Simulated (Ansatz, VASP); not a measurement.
# Cross-check of Li6Al12Zn3CoSi13O51 between VASP and Ansatz, part 2 of 2

Aim: how closely do two programs agree when they are given the same cell, functional and k mesh? The structure shown is frame 22 of Ansatz's trajectory.

VASP 6.6.1 and Ansatz 0.2.0.

So far: The starting structure; Ansatz: dynamics, PBE.

### 3. VASP: single point, PBE

Level of this step: PBE, spin-polarised from a ferromagnetic start; plane waves and PAW (Si, Al, Zn, Li_sv, Co, O) (VASP).

The same cell, functional, mesh and smearing now go to VASP, with its own data sets.

Lines of VASP's logs that name or quote its potential files are left out, and so is its time.

Input file INCAR:

```
SYSTEM = Li6Al12Zn3CoSi13O51
PREC = Accurate
ENCUT = 650
EDIFF = 1E-06
NELM = 200
ISMEAR = -1
SIGMA = 0.025
LREAL = Auto
ALGO = Normal
GGA = PE
NBANDS = 288
ISPIN = 2
MAGMOM = -0 -0 0 0 0 -0 -0 0 -0 0 0 -0 0 -0 -0 -0 -0 -0 0 0 -0 0 -0 -0 -0 -0 -0 -0 -0 0 -0 -0 -0 -0 2.37 0 -0 0 -0 -0 0 0 0 0 0 -0 0 0 0 0 -0 -0 0.01 -0 0 -0 0 -0 0 0 -0 -0 0.02 0 -0 0.04 0 0 -0 -0 -0 0 0 0 0.06 0 -0 -0 0 0.13 -0 0 -0 0 0 0
LASPH = .TRUE.
LMAXMIX = 4
LORBIT = 11
LWAVE = .FALSE.
LCHARG = .FALSE.
ISIF = 2
GGA_COMPAT = .FALSE.
NCORE = 2
```

Input file POSCAR:

```
Li6Al12Zn3CoSi13O51
1.0
   10.2548000000      0.0000000000      0.0000000000
    0.0000000000     10.2548000000      0.0000000000
    0.0000000000      0.0000000000     10.2548000000
Si Al Zn Li Co O
13 12 3 6 1 51
Direct
    0.2141728751      0.0910695479      0.3744392870
    0.7489370831      0.3414498576      0.4861528260
    0.1115575145      0.6130397472      0.6144439677
    0.5127745056      0.9780785583      0.1193392363
    0.3613429808      0.9077895230      0.8410207903
    0.5366267504      0.6656980146      0.9499941491
    0.3979989858      0.2988161641      0.8759897804
    0.1302414479      0.6474431486      0.1491984242
    0.3419764403      0.4584097203      0.4046007723
    0.3797636229      0.2360163046      0.1743768772
    0.8416643913      0.9882103990      0.2925654328
    0.6955376994      0.3518547412      0.9354838710
    0.5632094239      0.8693002301      0.6360241058
    0.2318719039      0.5863303039      0.8515426922
    0.9121972150      0.5833268323      0.8982135195
    0.8551117525      0.5503666576      0.1979073214
    0.7151675313      0.6223037017      0.6949331045
    0.9567519601      0.1360728634      0.5082010376
    0.6905741701      0.0540332332      0.8499336896
    0.7828821625      0.8396555759      0.0213265983
    0.8197039435      0.2690934977      0.2275227211
    0.9255178063      0.1309338066      0.9746167648
    0.0229843585      0.8094355814      0.3696415337
    0.5390158755      0.0432285369      0.3398798611
    0.0783925576      0.3516694621      0.5278796271
    0.3990131451      0.1839041229      0.5946971174
    0.0998069197      0.3384463861      0.1778581737
    0.5631411632      0.5032570114      0.2302726528
    0.6843136872      0.6325428092      0.4495845848
    0.1549225728      0.1254729493      0.7665873542
    0.9172387565      0.3333170808      0.7437882748
    0.4545871202      0.7886550688      0.3859265905
    0.4774154542      0.5118578617      0.6247805906
    0.3663260132      0.7046163748      0.1572629403
    0.1823633811      0.9704138550      0.0322775676
    0.1267503998      0.2162011936      0.4183016734
    0.4797655732      0.9101006358      0.2413016344
    0.7159379023      0.5878320396      0.2923313960
    0.7053379881      0.3324199399      0.3417131490
    0.3351016110      0.4458594999      0.8563404454
    0.6307680306      0.7734231774      0.0213070952
    0.8735128915      0.6478527129      0.7408238093
    0.5620684948      0.3237020712      0.8513379101
    0.0630826540      0.7023540196      0.5006728556
    0.1312556071      0.9549771814      0.3650095565
    0.4033720794      0.3820454811      0.5422143777
    0.6236104068      0.0076647034      0.0217751687
    0.6053652924      0.7182197605      0.5955552522
    0.4399208176      0.6021180325      0.3825915669
    0.8280805086      0.4321878535      0.8666283106
    0.3463256231      0.2612630183      0.0218629325
    0.6859421929      0.4010024574      0.0981979171
    0.2373132582      0.1373990717      0.2120762960
    0.6931388228      0.4938175294      0.5760034325
    0.0260463393      0.1875219409      0.6667706830
    0.9357276592      0.3986913445      0.2258844639
    0.0839996880      0.5718200257      0.9425147248
    0.6988824745      0.1915493232      0.5668077388
    0.4309689121      0.9291843819      0.6967663923
    0.5917814097      0.5992218278      0.8221710809
    0.8639173850      0.6600616297      0.0420388501
    0.3953758240      0.7439735538      0.8766626360
    0.2066934509      0.7664605843      0.1159066974
    0.4664352303      0.5683874868      0.0598061396
    0.1995163241      0.5266899403      0.1866540547
    0.0682119593      0.2065569294      0.0125209658
    0.9085306393      0.1399442212      0.3477200921
    0.0824784491      0.4662889574      0.6910422436
    0.4883469205      0.1454635878      0.1988434684
    0.3591586379      0.0757693958      0.4465128525
    0.1767757538      0.4780980614      0.4474002418
    0.9051761126      0.8911729141      0.1700374459
    0.6889164099      0.0195420681      0.2849299840
    0.0049342747      0.6642645395      0.2499902485
    0.3836057261      0.9700042907      0.9904532512
    0.6763466864      0.9347622577      0.7347291025
    0.3772867340      0.1771950696      0.7721652299
    0.5487381519      0.9323731326      0.4863186020
    0.7751101923      0.1979950852      0.8865994461
    0.1984241526      0.9584877326      0.8319908726
    0.8430588602      0.1538011468      0.1184615985
    0.8752194094      0.9745094980      0.9158442876
    0.8845711277      0.8974919062      0.4009927059
    0.2137145532      0.6695596209      0.7098724500
    0.9076627531      0.3597242267      0.5050122869
    0.3901685065      0.3521082810      0.2806003042
```

Input file KPOINTS:

```
Automatic mesh
0
Gamma
1 1 1
0 0 0
```

The projector-augmented-wave data sets are Si, Al, Zn, Li_sv, Co and O (PBE family, release 64).

Run with:

```
mpirun -np 8 vasp_gam
```

Numbers of over 12 decimals in the logs are rounded to 6 here.

What it wrote:

```text
[banner, memory and clock lines left out]
running    8 mpi-ranks, on    1 nodes
[...]
LDA part: xc-table for (Slater+PW92), standard interpolation
 POSCAR, INCAR and KPOINTS ok, starting setup
[...]
entering main loop
       N       E                     dE             d eps       ncg     rms          rms(c)
DAV:   1     0.667772240513E+04    0.66777E+04   -0.26968E+05  1152   0.201E+03
DAV:   2     0.348397409751E+03   -0.63293E+04   -0.59355E+04  1304   0.518E+02
DAV:   3    -0.607179527145E+03   -0.95558E+03   -0.93027E+03  1264   0.211E+02
DAV:   4    -0.677651332567E+03   -0.70472E+02   -0.69539E+02  1432   0.593E+01
[...]
DAV:  32    -0.580709651844E+03    0.68781E-05   -0.14804E-05  1512   0.251E-02    0.124E-02
DAV:  33    -0.580709649967E+03    0.18766E-05   -0.11535E-05  1544   0.150E-02    0.782E-03
DAV:  34    -0.580709649105E+03    0.86189E-06   -0.27118E-06  1032   0.115E-02
   1 F= -.58070965E+03 E0= -.58070964E+03  d E =-.166272E-04  mag=     2.9998
```

Parts of OUTCAR (step 3):

```text
  Total       -7.1979960    -36.2438911    -15.6174209    -12.6580145    -10.0950271      3.5646828
  in kB      -10.6940104    -53.8472856    -23.2026886    -18.8059202    -14.9981084      5.2960234
  external PRESSURE =     -29.2479949 kB  Pullay stress =       0.0000000 kB

  FREE ENERGIE OF THE ION-ELECTRON SYSTEM (eV)
  ---------------------------------------------------
  free  energy   TOTEN  =      -580.7096491054 eV

  energy  without entropy=     -580.7096324782  energy(sigma->0) =     -580.70964079

 magnetization (x)
# of ion       s       p       d       tot
------------------------------------------
    1        0.000   0.000   0.000   0.000
    2       -0.000   0.000   0.000  -0.000
    3       -0.000   0.000   0.000   0.000
    4        0.000  -0.000   0.000   0.000
    5       -0.001   0.000   0.000  -0.001
    6       -0.000  -0.000   0.000  -0.000
    7        0.000   0.000   0.000   0.000
    8        0.001   0.002   0.000   0.003
    9       -0.000   0.000   0.000   0.000
   10        0.000   0.000   0.000   0.000
   11       -0.000   0.000   0.000  -0.000
   12       -0.000   0.000   0.000   0.000
   13       -0.000   0.000   0.000  -0.000
[...]
--------------------------------------------------
tot          0.031   0.311   2.529   2.872

[... 3 further parts left out ...]
[key lines of the parts left out:]
E-fermi :   3.1798
```

The cell holds one magnetic atom, so no antiferromagnetic order fits into it.

### 4. Comparison

Known differences besides the potentials themselves: VASP starts from the moments at which Ansatz ended; the data sets hold 465 valence electrons in Ansatz (on its default PAW (the set named soft_2) files) and 457 in VASP; the cutoff is 420 eV in Ansatz and 650 eV in VASP (PREC = Accurate, projectors in real space). Total energies have different zeros and are not compared.

Forces on 10 of the 86 atoms, those with the largest forces and the largest differences (eV/Å; atoms numbered as in POSCAR):

```csv
atom,"Ansatz x, y, z","VASP x, y, z"
Si2,"-1.637, -0.449, 6.575","-1.635, -0.398, 6.634"
Si4,"-0.866, 3.215, -8.629","-0.924, 3.206, -8.587"
Si8,"-6.255, -0.699, -1.125","-6.290, -0.685, -1.156"
Si10,"-8.189, 3.162, -1.446","-8.177, 3.157, -1.461"
Zn27,"0.541, -0.367, -1.806","0.637, -0.394, -1.828"
O37,"-2.741, -4.173, 3.924","-2.763, -4.203, 3.948"
O47,"2.328, 1.199, -2.578","2.413, 1.218, -2.685"
O56,"-0.508, 0.631, -0.432","-0.614, 0.676, -0.414"
O65,"3.005, -5.944, 0.995","3.052, -6.021, 1.018"
O69,"6.130, -5.689, 0.641","6.110, -5.713, 0.657"
```

The forces differ by 29 meV/Å r.m.s., which is 1.5 % of the r.m.s. force of 1.908 eV/Å (both taken over all components). Moments aren't recorded for both runs of this pair, so they may hold unlike magnetic states.

### 5. Results

| Item | Value |
| --- | --- |
| r.m.s. force difference (single point, PBE) | 1.5 % of the r.m.s. force |

The r.m.s. force difference is 1.5 % of the r.m.s. force (single point, PBE), within the 3 % picked in this series as the mark of a large difference. The data sets hold unlike numbers of valence electrons (465 in Ansatz and 457 in VASP), so part of the differences comes from the potentials. 2 further runs of this series are not shown here. How closely two codes agree says nothing of how well the functional describes the real material.

[Lines on the potential files, build, host, timing and source positions are cut from VASP's logs without a mark.]

[Logs are printed without paths, hosts, clocks, repeated set-up lines and the standing remarks that a program may print on its own settings, such as how far it seeks lower states.]

[Hosts, paths, dates, database ids (printed as entryN), source tags and the programs' standing remarks are cut or masked in the printed files.]
